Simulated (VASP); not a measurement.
Level of theory: PBEsol GGA, VASP's PBE PAW potentials (set 64) (plane waves; VASP 6.6.1).

VASP ran on this input.

### INCAR
```
LASPH = T   ! aspherical one-centre terms
LMAXMIX = 4
LWAVE = F
LCHARG = F
NELM = 100
SIGMA = 0.1   ! width (eV)
NSW = 60   ! most ionic steps
GGA = PS   ! PBEsol
EDIFFG = -0.02
EDIFF = 1E-6   ! SCF stop (eV)
SYSTEM = Al2Cu
ALGO = Normal
IBRION = 2   ! conjugate gradients
LREAL = F   ! projection in real space or not
ISMEAR = 1   ! Methfessel-Paxton
ENCUT = 400
ISIF = 3   ! ions, shape and volume
PREC = Accurate
```

**KPOINTS**
```
Automatic
0
gamma
8 8 8
0 0 0
```

**POSCAR**
```
Al2Cu
1
   -3.0348920307     3.0348920307     2.3511257015
    3.0348920307    -3.0348920307     2.3511257015
    3.0348920307     3.0348920307    -2.3511257015
Al Cu
4 2
Direct
  0.6572560484   0.1572560484   0.8145120967
  0.1572560484   0.3427439516   0.5000000000
  0.8427439516   0.6572560484   0.5000000000
  0.3427439516   0.8427439516   0.1854879033
  0.7500000000   0.7500000000   1.0000000000
  0.2500000000   0.2500000000   1.0000000000
```

POTCAR, in this order: Al Cu (PBE.64 set). Program: vasp_std.

Q: What does the run give for the energy per atom (σ→0), volume per atom, band gap (on the k-mesh)?

A: 
The energy per atom (σ→0) is -4.333 eV/atom. The band gap (on the k-mesh) is none (metal, semimetal or under 0.01 eV). The volume per atom is 14.44 Å^3/atom.

File OSZICAR:
```
...
       N       E                     dE             d eps       ncg     rms          rms(c)
DAV:   1    -0.259968064886E+02   -0.74593E-03   -0.16100E-02  3636   0.189E+00    0.175E-01
DAV:   2    -0.259968040119E+02    0.24767E-05   -0.71648E-03  3636   0.236E+00    0.133E-01
DAV:   3    -0.259963878916E+02    0.41612E-03   -0.23031E-03  3511   0.137E+00    0.336E-02
DAV:   4    -0.259963750402E+02    0.12851E-04   -0.10109E-04  3364   0.836E-02    0.147E-02
DAV:   5    -0.259963718648E+02    0.31754E-05   -0.16091E-05  3838   0.981E-02    0.398E-03
DAV:   6    -0.259963717670E+02    0.97812E-07   -0.93614E-07  1474   0.115E-02
   5 F= -.25996372E+02 E0= -.25995991E+02  d E =-.909024E-03
```

The compound is Al2Cu in the sg140 structure. This run relaxes it. Symmetry was kept, so distortions that lower it aren't found. The start is the result of an earlier pass.
